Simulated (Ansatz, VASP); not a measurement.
## One calculation of MgTlF4, two programs

File INCAR:

```
SYSTEM = MgTlF4
  ALGO = Normal
  EDIFF = 1E-7
  EDIFFG = -0.01
  ENCUT = 600
  GGA = PE
  IBRION = 2
  ISIF = 3
  ISMEAR = 0
  LASPH = .True.
  LCHARG = .False.
  LREAL = .False.
  LWAVE = .False.
  NELM = 100
  NSW = 100
  PREC = Accurate
  SIGMA = 0.1
```

File KPOINTS:

```
k-points
0
Gamma
  12 12 6
  0 0 0
```

File POSCAR:

```
MgTlF4
1.0
    3.8360803020      0.0000000000      0.0000000000
   -1.9180401510      3.3221429925      0.0000000000
    0.0000000000      0.0000000000      6.5995890556
Mg Tl F
1 1 4
Direct
    0.0000000000      0.0000000000      0.0000000000
    0.0000000000      0.0000000000      0.5000000000
    0.3333333333      0.6666666667      0.1894061498
    0.3333333333      0.6666666667      0.8105938502
    0.6666666667      0.3333333333      0.1894061498
    0.6666666667      0.3333333333      0.8105938502
```

Input for Ansatz:

```yaml
crystal:
  lattice:
    - [3.836080302, 0.0, 0.0]
    - [-1.918040151, 3.3221429925, 0.0]
    - [0.0, 0.0, 6.5995890556]
  atoms:
    - { symbol: Mg, position: [0.0, 0.0, 0.0] }
    - { symbol: Tl, position: [0.0, 0.0, 0.5] }
    - { symbol: F, position: [0.3333333333, 0.6666666667, 0.1894061498] }
    - { symbol: F, position: [0.3333333333, 0.6666666667, 0.8105938502] }
    - { symbol: F, position: [0.6666666667, 0.3333333333, 0.1894061498] }
    - { symbol: F, position: [0.6666666667, 0.3333333333, 0.8105938502] }
basis:
  ecutwfc: 420
kpoints:
  mp_grid: { grid: [12, 12, 6] }
hamiltonian:
  xc: pbe
scf:
  occupations: { method: gaussian, width: 0.1 }
output:
  forces: true
  stress: true
  eigenvalues: true
  write_density: true
  write_potential: true
  elf: true
  volumetric_format: npy
relax:
  adjacent_minimum: "off"
  f_tol: 0.01
  max_steps: 80
  cell: { stress_tol: 0.05 }
```

Alike in both runs: task relaxation of cell and atoms; functional PBE; k mesh 12 × 12 × 6; occupations gaussian, width 0.1 eV; no spin polarisation.

```csv
,VASP,Ansatz
version,VASP 6.6.1,Ansatz 0.2.0
potentials or method,"VASP PAW PBE potentials, release 64 (Mg, Tl_d, F)","scalar-relativistic, plane waves, PAW"
plane-wave cutoff (eV),600,420
valence electrons in the cell,43,51
```

|  | VASP | Ansatz | Ansatz less VASP |
| --- | --- | --- | --- |
| gap on the k mesh at the Fermi level, each at its own relaxed structure (eV) | none | none | - |
| relaxed volume (Å³/atom) | 13.91 | 14.02 | +0.111 |
| relaxed cell length with the largest relative difference (Å) | 3.826 | 3.837 | +0.0109 |

A gap of «none» marks a metal or a gap that the smearing closes. The two sets of potentials don't hold the same shells in valence.

Caveats: an odd number of electrons without spin polarisation forces a metal; a magnetic or distorted state may lie lower. The runs have no spin-orbit coupling, so splittings on Tl are missing.
